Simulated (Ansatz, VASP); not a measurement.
**KAl3O in VASP and in Ansatz**

File INCAR:

```
PREC = Accurate ; ENCUT = 520
EDIFF = 1E-6 ; ISMEAR = 0
SIGMA = 0.1 ; LREAL = False
LASPH = True ; NELM = 100
ALGO = Normal ; ISIF = 2
LWAVE = False ; LCHARG = True
GGA = PE ; LELF = True
LVHAR = True ; NBANDS = 20
```

The input KPOINTS:

```
regular mesh
0
Gamma
  4 4 4
```

The input POSCAR:

```
KAl3O
1.0
    4.5477521000      0.0000000000      0.0000000000
    0.0000000000      4.5477521000      0.0000000000
    0.0000000000      0.0000000000      4.5462860200
K Al O
1 3 1
Direct
    0.5000000000      0.5000000000      0.0063817900
    0.0000000000      0.5000000000      0.5135070100
    0.0000000000      0.0000000000      0.0140400500
    0.5000000000      0.0000000000      0.5135070100
    0.0000000000      0.0000000000      0.5142551100
```

Input for Ansatz:

```yaml
crystal:
  lattice:
    - [4.5477521, 0.0, 0.0]
    - [0.0, 4.5477521, 0.0]
    - [0.0, 0.0, 4.54628602]
  atoms:
    - { symbol: K, position: [0.5, 0.5, 0.00638179] }
    - { symbol: Al, position: [0.0, 0.5, 0.51350701] }
    - { symbol: Al, position: [0.0, 0.0, 0.01404005] }
    - { symbol: Al, position: [0.5, 0.0, 0.51350701] }
    - { symbol: O, position: [0.0, 0.0, 0.51425511] }
basis:
  ecutwfc: 420
kpoints:
  mp_grid: { grid: [4, 4, 4] }
hamiltonian:
  xc: pbe
scf:
  occupations: { method: gaussian, width: 0.1 }
  lower_state_search: "off"
output:
  forces: true
  stress: true
  eigenvalues: true
```

Change from the starting cell: species swapped into the CsInBr3 type (P4mm, No. 99).

Alike in both runs: task single point; functional PBE; k mesh 4 × 4 × 4; occupations gaussian, width 0.1 eV; no spin polarisation.

|  | VASP | Ansatz |
| --- | --- | --- |
| version | VASP 6.6.1 | Ansatz 0.2.0 |
| potentials or method | VASP PAW PBE potentials, release 64 (K_sv, Al, O) | scalar-relativistic, plane waves, PAW |
| plane-wave cutoff (eV) | 520 | 420 |
| valence electrons in the cell | 24 | 24 |

```csv
,VASP,Ansatz,Ansatz less VASP
gap on the k mesh at the Fermi level (eV),none,none,-
pressure (GPa),3.6,3.5,-0.04
rms of the force components (eV/Å),0.055,0.055,-0.0003
```

Atom by atom the forces differ by 0.000 eV/Å (rms over components). A gap of «none» marks a metal or a gap that the smearing closes.
